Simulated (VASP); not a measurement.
Ni3Sn (sg194): the formation energy from VASP (plane waves, PAW) at several levels of theory. The references are the elements' solids at the same level; no temperature or zero-point terms are added.

| level | formation energy (eV/atom) |
|---|---|
| LDA | -0.245 |
| PBEsol | -0.229 |

The cell of the LDA run:

```
CELL_PARAMETERS angstrom
      2.58682    -4.48051     0.00000
      2.58682     4.48051     0.00000
      0.00000     0.00000     4.14900
ATOMIC_POSITIONS crystal
  Ni 0.84049 0.68098 0.25000
  Ni 0.15951 0.84049 0.75000
  Ni 0.31902 0.15951 0.25000
  Ni 0.15951 0.31902 0.75000
  Ni 0.84049 0.15951 0.25000
  Ni 0.68098 0.84049 0.75000
  Sn 0.33333 0.66667 0.25000
  Sn 0.66667 0.33333 0.75000
```

Only levels that ran to the end are used. Left out are those held back, those with too coarse a band path, GW runs whose mesh misses a band edge, hybrids' fits of cells that aren't cubic and levels without matching references; a question may draw on a part of the rest.
